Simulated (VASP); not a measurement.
# Be2Ru in VASP: further runs

One sheet, Be2Ru, is run at these levels: PBEsol+U; tasks: density of states.

All numbers are computed with VASP 6.6.1; they aren't measurements. Logs are shortened: lines on timing, memory, paths and dates and some standing lists are left out, and cuts for length are marked.

## (1) The structure

The cell holds a sheet with vacuum, 3 atoms: a = 2.601 Å, b = 2.601 Å, c = 30.884 Å, α = 90.00°, β = 90.00°, γ = 120.00°.

The cell was built by a generator and needn't be a form met in nature.

## (2) Density of states, PBEsol+U

POSCAR reads:

```
Be2Ru
1.0
    2.6011000000      0.0000000000      0.0000000000
   -1.3005500000      2.2526200000      0.0000000000
    0.0000000000      0.0000000000     30.8837600000
Be Ru
2 1
Direct
    0.3333300000      0.6666700000      0.3344800000
    0.6666700000      0.3333300000      0.2159700000
    0.0000000000      0.0000000000      0.2752300000
```

INCAR.step1 reads:

```
SYSTEM = Be2Ru
PREC     = Accurate       ! precision mode
ENCUT    = 520            ! plane-wave cutoff, eV
EDIFF    = 1E-7           ! SCF threshold, eV
ISMEAR   = -1             ! smearing method
SIGMA    = 0.05           ! smearing width, eV
LREAL    = .False.        ! projectors in reciprocal space
LASPH    = .True.         ! aspherical terms in the spheres
NELM     = 80             ! most SCF steps
ALGO     = Normal         ! electronic algorithm
ISIF     = 2              ! what is computed and relaxed
LWAVE    = .False.        ! write WAVECAR
LCHARG   = .True.         ! write CHGCAR
LMAXMIX  = 4              ! l up to which the mixer works
LDAU     = .True.         ! DFT+U
LDAUTYPE = 2            
LDAUL    = -1 2           ! shell
LDAUU    = 0 5            ! U, eV
LDAUJ    = 0 0          
LDAUPRINT= 1            
LDIPOL   = .True.       
IDIPOL   = 3            
DIPOL    = 0.5 0.5 0.275
GGA      = PS             ! functional
```

KPOINTS.step1 reads:

```
Automatic mesh
0
Gamma
  12 12 1
  0 0 0
```

INCAR.step2 reads:

```
SYSTEM = Be2Ru
PREC     = Accurate       ! precision mode
ENCUT    = 520            ! plane-wave cutoff, eV
EDIFF    = 1E-7           ! SCF threshold, eV
ISMEAR   = -5             ! smearing method
SIGMA    = 0.05           ! smearing width, eV
LREAL    = .False.        ! projectors in reciprocal space
LASPH    = .True.         ! aspherical terms in the spheres
NELM     = 80             ! most SCF steps
ALGO     = Normal         ! electronic algorithm
ISIF     = 2              ! what is computed and relaxed
LWAVE    = .False.        ! write WAVECAR
LCHARG   = .False.        ! write CHGCAR
LMAXMIX  = 4              ! l up to which the mixer works
LDAU     = .True.         ! DFT+U
LDAUTYPE = 2            
LDAUL    = -1 2           ! shell
LDAUU    = 0 5            ! U, eV
LDAUJ    = 0 0          
LDAUPRINT= 1            
LDIPOL   = .True.       
IDIPOL   = 3            
DIPOL    = 0.5 0.5 0.275
GGA      = PS             ! functional
LORBIT   = 11             ! projections on sites
NEDOS    = 2001           ! points of the DOS
ICHARG   = 11             ! starting density
```

KPOINTS.step2 reads:

```
Automatic mesh
0
Gamma
  18 18 1
  0 0 0
```

Potentials or basis: VASP PAW PBE potentials, release 64 (Be, Ru_pv).

Launch:

```console
> cat potpaw_PBE.64/Be/POTCAR potpaw_PBE.64/Ru_pv/POTCAR > POTCAR
> cp INCAR.step1 INCAR
> cp KPOINTS.step1 KPOINTS
> mpirun -np 1 vasp_std > vasp.out
> cp INCAR.step2 INCAR
> cp KPOINTS.step2 KPOINTS
> mpirun -np 1 vasp_std > vasp.out
```

OUTCAR:

```text
SYSTEM = Be2Ru
   PREC = Accurate
   ENCUT = 520
   EDIFF = 1E-7
   ISMEAR = -5
   LREAL = .False.
   LASPH = .True.
   NELM = 80
   ISIF = 2
   GGA = PS
   LORBIT = 11
   ICHARG = 11

 ion  position               nearest neighbor table
   1  0.333  0.667  0.334-   3 2.37   3 2.37   3 2.37
   2  0.667  0.333  0.216-   3 2.37   3 2.37   3 2.37
   3  0.000  0.000  0.275-   1 2.37   1 2.37   1 2.37   2 2.37   2 2.37   2 2.37

  LATTYP: Found a hexagonal cell.
 ALAT       =     2.6011000000
 C/A-ratio  =    11.8733458921

  Lattice vectors:

 A1 = (   2.6011000000,   0.0000000000,   0.0000000000)
 A2 = (  -1.3005500000,   2.2526200000,   0.0000000000)
 A3 = (   0.0000000000,   0.0000000000,  30.8837600000)

Analysis of symmetry for initial positions (statically):
=====================================================================
 Subroutine PRICEL returns:
 Original cell was already a primitive cell.

 Routine SETGRP: Setting up the symmetry group for a
 hexagonal supercell.

 Subroutine GETGRP returns: Found  2 space group operations
 (whereof  2 operations were pure point group operations)
 out of a pool of 24 trial point group operations.

The static configuration has the point symmetry C_1h.

Analysis of symmetry for dynamics (positions and initial velocities):
=====================================================================
 Subroutine PRICEL returns:
 Original cell was already a primitive cell.

 Routine SETGRP: Setting up the symmetry group for a
 hexagonal supercell.

 Subroutine GETGRP returns: Found  2 space group operations
 (whereof  2 operations were pure point group operations)
 out of a pool of 24 trial point group operations.

The dynamic configuration has the point symmetry C_1h.

 Subroutine INISYM returns: Found  2 space group operations
 (whereof  2 operations are pure point group operations),
 and found     1 'primitive' translations

----------------------------------------------------------------------------------------

                                     Primitive cell

  volume of cell :     180.9569

  direct lattice vectors                    reciprocal lattice vectors
     2.601100000  0.000000000  0.000000000     0.384452732  0.221963758  0.000000000
    -1.300550000  2.252620000  0.000000000     0.000000000  0.443927516  0.000000000
     0.000000000  0.000000000 30.883760000     0.000000000  0.000000000  0.032379477

  length of vectors
     2.601100000  2.601101145 30.883760000     0.443927711  0.443927516  0.032379477

  position of ions in fractional coordinates (direct lattice)
     0.333330000  0.666670000  0.334480000
     0.666670000  0.333330000  0.215970000
     0.000000000  0.000000000  0.275230000

  ion indices of the primitive-cell ions
   primitive index   ion index
                 1           1
                 2           2
                 3           3

----------------------------------------------------------------------------------------

 KPOINTS: Automatic mesh

Automatic generation of k-mesh.
 Grid dimensions read from file:
 generate k-points for:   18   18    1

 Generating k-lattice:

  Cartesian coordinates                     Fractional coordinates (reciprocal lattice)
     0.021358485  0.012331320  0.000000000     0.055555556 -0.000000000  0.000000000
     0.000000000  0.024662640  0.000000000     0.000000000  0.055555556  0.000000000
     0.000000000  0.000000000  0.032379477     0.000000000  0.000000000  1.000000000

  Length of vectors
     0.024662651  0.024662640  0.032379477

  Shift w.r.t. Gamma in fractional coordinates (k-lattice)
     0.000000000  0.000000000  0.000000000

 TETIRR: Found    495 inequivalent tetrahedra from     1944

 Subroutine IBZKPT returns following result:
[... 53 lines left out ...]
   IBRION =     -1    ionic relax: 0-MD 1-quasi-New 2-CG
   NFREE  =      0    steps in history (QN), initial steepest desc. (CG)
   ISIF   =      2    stress and relaxation
   ISYM   =      2    0-nonsym 1-usesym 2-fastsym
   POTIM  = 0.5000    time-step for ionic-motion
   TEBEG  =    0.0;   TEEND  =   0.0 temperature during run
   PSTRESS=    0.0 pullay stress
   NELECT =      18.0000    total number of electrons
   NUPDOWN=      -1.0000    fix difference up-down
   EMIN   =  10.00;   EMAX   =-10.00  energy-range for DOS
   EFERMI =   0.00;   METHOD = LEGACY
   ISMEAR =    -5;   SIGMA  =   0.05  broadening in eV -4-tet -1-fermi 0-gaus
   EFERMI_NEDOS =   21; number of points for ismear=-14 and -15
   IALGO  =     38    algorithm
   IMIX   =      4    mixing-type and parameters
     AMIX     =   0.40;   BMIX     =  1.00
     AMIX_MAG =   1.60;   BMIX_MAG =  1.00
  volume/ion in A,a.u.               =      60.32       407.05
  Fermi-wavevector in a.u.,A,eV,Ry     =   0.758532  1.433418  7.828396  0.575371
  Thomas-Fermi vector in A             =   1.857124
   LORBIT       =     11    0 simple, 1 ext, 2 COOP (PROOUT), +10 PAW based schemes
 LDA+U is selected, type is set to LDAUTYPE =  2
   angular momentum for each species LDAUL =    -1    2
   U (eV)           for each species LDAUU =   0.0  5.0
   J (eV)           for each species LDAUJ =   0.0  0.0
   GGA     = PS    functional components
   LHFCALC =     F    Hartree Fock is set to
   AEXX    =    0.0000 exact exchange contribution
   IVDW    =     0    specifies the selected vdW correction
   LEPSILON=     F    determine dielectric tensor
   LRPA    =     F    only Hartree local field effects (RPA)
 non-spin polarized calculation
 Fermi weights with tetrahedron method with Bloechl corrections
  energy-cutoff  :      520.00
  volume of cell :      180.96
 maximum number of plane-waves:      4929

atom =   3  type =  2  l = 2

 onsite density matrix

spin component  1

  0.5682 -0.0000  0.0000 -0.0776  0.0000
 -0.0000  0.6820 -0.0000 -0.0000 -0.0776
  0.0000 -0.0000  0.6424  0.0000  0.0000
 -0.0776 -0.0000  0.0000  0.6820 -0.0000
  0.0000 -0.0776  0.0000 -0.0000  0.5682

spin component  2

  0.5682 -0.0000  0.0000 -0.0776  0.0000
 -0.0000  0.6820 -0.0000 -0.0000 -0.0776
  0.0000 -0.0000  0.6424  0.0000  0.0000
 -0.0776 -0.0000  0.0000  0.6820 -0.0000
  0.0000 -0.0776  0.0000 -0.0000  0.5682

 occupancies and eigenvectors

  o =  0.5289  v =  0.4860  0.3791 -0.0000  0.2463  0.7479  0.0000  0.0000  0.0000  0.0000  0.0000      0.0000  0.0000  0.0000  0.0000  0.0000  0.0000  0.0000  0.0000  0.0000  0.0000
  o =  0.5289  v =  0.0000  0.0000  0.0000  0.0000  0.0000  0.4860  0.3791 -0.0000  0.2463  0.7479      0.0000  0.0000  0.0000  0.0000  0.0000  0.0000  0.0000  0.0000  0.0000  0.0000
  o =  0.5289  v =  0.0000  0.0000  0.0000  0.0000  0.0000 -0.7479  0.2463  0.0000 -0.3790  0.4860      0.0000  0.0000  0.0000  0.0000  0.0000  0.0000  0.0000  0.0000  0.0000  0.0000
  o =  0.5289  v = -0.7479  0.2463  0.0000 -0.3790  0.4860  0.0000  0.0000  0.0000  0.0000  0.0000      0.0000  0.0000  0.0000  0.0000  0.0000  0.0000  0.0000  0.0000  0.0000  0.0000
  o =  0.6424  v =  0.0000  0.0000  1.0000 -0.0000 -0.0000  0.0000  0.0000  0.0000  0.0000  0.0000      0.0000  0.0000  0.0000  0.0000  0.0000  0.0000  0.0000  0.0000  0.0000  0.0000
  o =  0.6424  v =  0.0000  0.0000  0.0000  0.0000  0.0000  0.0000  0.0000  1.0000 -0.0000 -0.0000      0.0000  0.0000  0.0000  0.0000  0.0000  0.0000  0.0000  0.0000  0.0000  0.0000
  o =  0.7214  v = -0.2830  0.6956  0.0000  0.5584 -0.3525  0.0000  0.0000  0.0000  0.0000  0.0000      0.0000  0.0000  0.0000  0.0000  0.0000  0.0000  0.0000  0.0000  0.0000  0.0000
  o =  0.7214  v =  0.0000  0.0000  0.0000  0.0000  0.0000 -0.2830  0.6956  0.0000  0.5584 -0.3525      0.0000  0.0000  0.0000  0.0000  0.0000  0.0000  0.0000  0.0000  0.0000  0.0000
  o =  0.7214  v =  0.0000  0.0000  0.0000  0.0000  0.0000  0.3525  0.5584 -0.0000 -0.6956 -0.2830      0.0000  0.0000  0.0000  0.0000  0.0000  0.0000  0.0000  0.0000  0.0000  0.0000
  o =  0.7214  v =  0.3525  0.5584 -0.0000 -0.6956 -0.2830  0.0000  0.0000  0.0000  0.0000  0.0000      0.0000  0.0000  0.0000  0.0000  0.0000  0.0000  0.0000  0.0000  0.0000  0.0000

 number of electron      18.0000000 magnetization

 dipolmoment           0.000000      0.000000     -0.000008 electrons x Angstroem

 Free energy of the ion-electron system (eV)
  ---------------------------------------------------
  ext. energy  EPLUGINS =         0.00000000
  ---------------------------------------------------
  free energy    TOTEN  =       -10.78124366 eV

  energy without entropy =      -10.78124366  energy(sigma->0) =      -10.78124366

 E-fermi :  -2.3543     XC(G=0):  -2.7480

 val. band max:       -2.4027740446   @ k =  -0.2222   0.1667   0.0000
 cond. band min:      -2.3464168421   @ k =   0.2222   0.0000   0.0000
 fundamental gap:      0.0563572025
 Fermi energy:        -2.3542559176

 k-point     1 :       0.0000    0.0000    0.0000
  band No.  band energies     occupation
      1     -44.2561      2.00000
      2     -43.9596      2.00000
      3     -43.9595      2.00000
      4     -10.3611      2.00000
      5      -8.0726      2.00000
      6      -7.6130      2.00000
      7      -4.5707      2.00000
      8      -4.5706      2.00000
      9      -3.7238      2.00000
     10      -2.5551      2.00000
     11      -2.1063      0.00000
     12      -2.1063      0.00000
     13       1.9895      0.00000
[... 354 lines left out ...]
  band No.  band energies     occupation
      1     -44.2205      2.00000
      2     -44.1864      2.00000
      3     -44.0154      2.00000
      4      -9.6896      2.00000
      5      -7.8827      2.00000
      6      -7.0070      2.00000
      7      -5.2262      2.00000
      8      -3.8616      2.00000
      9      -3.6597      2.00000
     10      -3.2259      2.00000
     11      -2.3294      0.33382
     12      -0.6866      0.00000
     13       2.5982      0.00000

 [... further k-points ...]

------------------------ aborting loop because EDIFF is reached ----------------------------------------

 vacuum level on the upper side and lower side of the slab       (xc-potential included)        -0.009        -0.008

  FORCE on cell =-STRESS in cart. coord.  units (eV):
  Direction    XX          YY          ZZ          XY          YZ          ZX
  --------------------------------------------------------------------------------------
  -------------------------------------------------------------------------------------
  Total       -0.6716503     -0.6717487     -0.2333226     -0.0000846     -0.0000550      0.0000953
  in kB       -5.9467358     -5.9476074     -2.0658189     -0.0007488     -0.0004873      0.0008436
  external PRESSURE =      -4.6533874 kB  Pullay stress =       0.0000000 kB

 VOLUME and BASIS-vectors are now :
 -----------------------------------------------------------------------------
  energy-cutoff  :      520.00
  volume of cell :      180.96
      direct lattice vectors                 reciprocal lattice vectors
     2.601100000  0.000000000  0.000000000     0.384452732  0.221963758  0.000000000
    -1.300550000  2.252620000  0.000000000     0.000000000  0.443927516  0.000000000
     0.000000000  0.000000000 30.883760000     0.000000000  0.000000000  0.032379477

 POSITION                                       TOTAL-FORCE (eV/Angst)
 -----------------------------------------------------------------------------------
     -0.00001      1.50175     10.33000         0.000019     -0.000011     -0.476847
      1.30056      0.75087      6.66997        -0.000018      0.000010      0.478087
      0.00000      0.00000      8.50014        -0.000001      0.000001     -0.001240
 -----------------------------------------------------------------------------------
    total drift:                               -0.000003      0.000002     -0.000061

  FREE ENERGIE OF THE ION-ELECTRON SYSTEM (eV)
  ---------------------------------------------------
  free  energy   TOTEN  =       -10.7812436636 eV

  energy  without entropy=      -10.7812436636  energy(sigma->0) =      -10.78124366

 vacuum level on the upper side and lower side of the slab         2.375         2.375

 total charge

# of ion       s       p       d       tot
------------------------------------------
    1        0.389   0.504   0.000   0.893
    2        0.389   0.504   0.000   0.893
    3        0.407   6.322   6.256  12.986
--------------------------------------------------
tot          1.185   7.330   6.256  14.772
```

It took 3.7 min on 1 thread of Intel Xeon Platinum 8488C (Sapphire Rapids), shared host; peak memory 0.43 GiB.

Results:

| Quantity | Value |
| --- | --- |
| Valence electrons inside the program's atomic spheres | Be 0.89; Ru 12.99 |

Levels at points of the mesh, in eV from the Fermi level:
| k point | band 7 | band 8 | band 9 | band 10 | band 11 | band 12 |
| --- | --- | --- | --- | --- | --- | --- |
| (0.00, 0.00, 0.00) | -2.22 | -2.22 | -1.37 | -0.20 | 0.25 | 0.25 |
| (0.50, 0.00, 0.00) | -1.52 | -1.06 | 0.36 | 2.56 | 2.68 | 3.53 |
| (0.50, 0.50, 0.00) | -1.52 | -1.06 | 0.36 | 2.56 | 2.68 | 3.53 |

States per cell in windows of 1 eV (zero at the Fermi level; states under -8 eV left out):
| from (eV) | total | Ru3_d | Be2_p | Be1_p | Ru3_p | Be1_s | Be2_s |
| --- | --- | --- | --- | --- | --- | --- | --- |
| -8.0 | 0.24 | 0.00 | 0.00 | 0.00 | 0.00 | 0.03 | 0.03 |
| -7.0 | 0.46 | 0.12 | 0.01 | 0.01 | 0.01 | 0.04 | 0.04 |
| -6.0 | 2.51 | 1.12 | 0.08 | 0.08 | 0.07 | 0.17 | 0.17 |
| -5.0 | 1.30 | 0.76 | 0.04 | 0.04 | 0.03 | 0.03 | 0.03 |
| -4.0 | 1.61 | 0.96 | 0.07 | 0.07 | 0.04 | 0.03 | 0.03 |
| -3.0 | 1.53 | 1.00 | 0.06 | 0.06 | 0.07 | 0.01 | 0.01 |
| -2.0 | 2.68 | 1.46 | 0.15 | 0.15 | 0.11 | 0.04 | 0.04 |
| -1.0 | 1.45 | 0.73 | 0.08 | 0.08 | 0.04 | 0.03 | 0.03 |
| 0.0 | 1.45 | 0.67 | 0.09 | 0.09 | 0.06 | 0.03 | 0.03 |
| 1.0 | 1.03 | 0.49 | 0.06 | 0.06 | 0.03 | 0.02 | 0.02 |
| 2.0 | 1.58 | 0.63 | 0.13 | 0.13 | 0.05 | 0.04 | 0.04 |
| 3.0 | 1.58 | 0.24 | 0.19 | 0.19 | 0.07 | 0.06 | 0.06 |
| 4.0 | 0.98 | 0.11 | 0.11 | 0.11 | 0.04 | 0.03 | 0.03 |
| 5.0 | 1.00 | 0.10 | 0.09 | 0.10 | 0.02 | 0.06 | 0.06 |
| 6.0 | 0.39 | 0.02 | 0.04 | 0.04 | 0.00 | 0.01 | 0.01 |
| 7.0 | 0.00 | 0.00 | 0.00 | 0.00 | 0.00 | 0.00 | 0.00 |

Eigenvalues of the final occupation matrices:
| site | spin | trace | eigenvalues |
| --- | --- | --- | --- |
| site 3 d | 1 | 3.14 | 0.53 0.53 0.64 0.72 0.72 |
| site 3 d | 2 | 3.14 | 0.53 0.53 0.64 0.72 0.72 |

Caveat: the PAW data sets were made with another functional, which shifts forces and pressure a little; U without spin polarisation on a metal has little footing; the U is typed as a test and isn't derived for this compound; tetrahedron occupations give inexact forces and stress in metals.

## (3) Density of states, PBEsol+U

POSCAR is that of step 2.

Edit INCAR.step1 of step 2 so:

```diff
@@ -17,3 +17,3 @@
 LDAUL    = -1 2           ! shell
-LDAUU    = 0 5            ! U, eV
+LDAUU    = 0 6            ! U, eV
 LDAUJ    = 0 0
```

KPOINTS.step1 is that of step 2.

Edit INCAR.step2 of step 2 so:

```diff
@@ -17,3 +17,3 @@
 LDAUL    = -1 2           ! shell
-LDAUU    = 0 5            ! U, eV
+LDAUU    = 0 6            ! U, eV
 LDAUJ    = 0 0
```

KPOINTS.step2 is that of step 2.

Potentials or basis: VASP PAW PBE potentials, release 64 (Be, Ru_pv).

Launch:

```console
> cat potpaw_PBE.64/Be/POTCAR potpaw_PBE.64/Ru_pv/POTCAR > POTCAR
> cp INCAR.step1 INCAR
> cp KPOINTS.step1 KPOINTS
> mpirun -np 1 vasp_std > vasp.out
> cp INCAR.step2 INCAR
> cp KPOINTS.step2 KPOINTS
> mpirun -np 1 vasp_std > vasp.out
```

It took 3.2 min on 1 thread of Intel Xeon Platinum 8488C (Sapphire Rapids), shared host; peak memory 0.43 GiB.

It converged, with:

```yaml
Valence_electrons_inside_the_program's_atomic_spheres: Be 0.89; Ru 13.01
```

Levels at points of the mesh, in eV from the Fermi level:
```csv
k point,band 5,band 6,band 7,band 8,band 9,band 10,band 11,band 12,band 13
"(0.00, 0.00, 0.00)",-5.73,-5.38,-2.33,-2.33,-1.41,-0.21,0.17,0.17,4.35
"(0.50, 0.00, 0.00)",-5.28,-3.20,-1.53,-1.27,0.35,2.52,2.71,3.49,3.86
"(0.50, 0.50, 0.00)",-5.28,-3.20,-1.53,-1.27,0.35,2.52,2.71,3.49,3.86
```

States per cell in windows of 0.5 eV (zero at the Fermi level; states under -8 eV left out):
```tsv
from (eV)	total	Ru3_d	Be1_p	Be2_p	Ru3_p	Be1_s	Be2_s
-8.0	0.11	0.00	0.00	0.00	0.00	0.01	0.01
-7.5	0.13	0.00	0.00	0.00	0.00	0.01	0.01
-7.0	0.14	0.00	0.00	0.00	0.00	0.02	0.02
-6.5	0.67	0.33	0.02	0.02	0.01	0.04	0.04
-6.0	1.50	0.58	0.04	0.04	0.06	0.14	0.14
-5.5	0.88	0.44	0.03	0.03	0.02	0.03	0.03
-5.0	0.50	0.26	0.02	0.02	0.01	0.01	0.01
-4.5	0.81	0.49	0.02	0.02	0.02	0.02	0.02
-4.0	0.77	0.45	0.03	0.03	0.02	0.02	0.02
-3.5	1.03	0.64	0.05	0.05	0.03	0.01	0.01
-3.0	0.75	0.50	0.03	0.03	0.03	0.01	0.01
-2.5	0.67	0.44	0.03	0.03	0.04	0.00	0.00
-2.0	1.64	0.87	0.10	0.10	0.07	0.02	0.02
-1.5	1.31	0.84	0.06	0.06	0.04	0.02	0.02
-1.0	0.56	0.21	0.04	0.04	0.02	0.01	0.01
-0.5	0.45	0.11	0.04	0.04	0.03	0.02	0.02
0.0	1.07	0.56	0.06	0.06	0.05	0.03	0.03
0.5	0.54	0.23	0.04	0.04	0.02	0.01	0.01
1.0	0.43	0.20	0.03	0.03	0.01	0.01	0.01
1.5	0.55	0.26	0.03	0.03	0.02	0.01	0.01
2.0	0.88	0.39	0.06	0.06	0.02	0.03	0.03
2.5	0.71	0.27	0.07	0.06	0.03	0.01	0.01
3.0	0.60	0.12	0.07	0.07	0.03	0.02	0.02
3.5	1.09	0.13	0.14	0.14	0.04	0.05	0.05
4.0	0.57	0.06	0.08	0.08	0.03	0.02	0.02
4.5	0.40	0.06	0.04	0.04	0.01	0.01	0.01
5.0	0.62	0.07	0.06	0.06	0.01	0.04	0.04
5.5	0.30	0.02	0.03	0.03	0.00	0.01	0.01
6.0	0.31	0.02	0.03	0.03	0.00	0.01	0.01
6.5	0.08	0.00	0.01	0.01	0.00	0.00	0.00
7.0	0.00	0.00	0.00	0.00	0.00	0.00	0.00
7.5	0.00	0.00	0.00	0.00	0.00	0.00	0.00
```

Eigenvalues of the final occupation matrices:
| site | spin | trace | eigenvalues |
| --- | --- | --- | --- |
| site 3 d | 1 | 3.15 | 0.51 0.51 0.66 0.74 0.74 |
| site 3 d | 2 | 3.15 | 0.51 0.51 0.66 0.74 0.74 |

Caveat: the PAW data sets were made with another functional, which shifts forces and pressure a little; U without spin polarisation on a metal has little footing; the U is typed as a test and isn't derived for this compound; tetrahedron occupations give inexact forces and stress in metals.
